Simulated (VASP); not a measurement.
Data:

```yaml
crystal:
  lattice:
    - [4.17101, 0.00000, 0.00000]
    - [0.00000, 4.17101, 0.00000]
    - [0.00000, 0.00000, 4.17101]
  atoms:
    - { symbol: Ba, position: [0.00000, 0.00000, 0.00000] }
    - { symbol: Hf, position: [0.50000, 0.50000, 0.50000] }
    - { symbol: O, position: [0.50000, 0.00000, 0.50000] }
    - { symbol: O, position: [0.00000, 0.50000, 0.50000] }
    - { symbol: O, position: [0.50000, 0.50000, 0.00000] }
```

Calculation: r2SCAN meta-GGA with spin-orbit coupling, VASP's PBE PAW potentials (set 64) (plane waves; VASP). Settings: 520 eV cut-off, 5×5×5 Γ-centred mesh, Gaussian smearing of 0.050 eV, potentials Ba_sv Hf_pv O.

Task: What does the run give for the energy per atom (σ→0), band gap (over mesh and band path) with the smallest direct gap where there is one?

Result: 
The band gap (over mesh and band path) comes out as 4.00 eV. The smallest direct gap (over mesh and band path) is 4.17 eV and the energy per atom (σ→0) is -21.757 eV/atom.

Only differences to runs with the same potentials and settings are physical.

The compound is BaHfO3 in the cubic perovskite structure. It was relaxed first.
